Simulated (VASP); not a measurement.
HfO2 (fluorite):

```yaml
crystal:
  lattice:
    - [0.00000, 2.54000, 2.54000]
    - [2.54000, 0.00000, 2.54000]
    - [2.54000, 2.54000, 0.00000]
  atoms:
    - { symbol: Hf, position: [0.00000, 0.00000, 0.00000] }
    - { symbol: O, position: [0.25000, 0.25000, 0.25000] }
    - { symbol: O, position: [0.75000, 0.75000, 0.75000] }
```

The highest filled band near X, direction along the valley's axis, from PBE with spin-orbit coupling in VASP (PAW); its two spin partners are averaged. The gap over the points computed is 3.77 eV, and the next band on that side lies 1.49 eV away at the edge.

Settings: 520 eV cut-off, 8×8×8 Γ-centred mesh, Gaussian smearing of 0.050 eV, potentials Hf_pv O.

```tsv
distance from the edge in k (1/Å)	distance in energy (meV)
0.018	4.4
0.025	8.4
0.035	16.5
0.050	33.5
0.070	65.2
```

Q: Fit E(1 + αE) = ħ²k²/2m* (ħ²/2m0 = 3.810 eV Å²) and predict the row at 0.095 1/Å.

A: The rows don't resolve α, so a parabola serves: the hole mass is m* = 0.286 m0, and so 120.3 meV. The run gave 119.0 meV, -1.3 meV from the fit.

Left out are points under 3 meV from the edge, since the levels carry 0.1 meV, and points farther than half the way to the next band.

The compound is HfO2 in the fluorite structure, the high-temperature cubic form, which is unstable at 0 K; the monoclinic form is the stable one. The cell was not relaxed at this level.
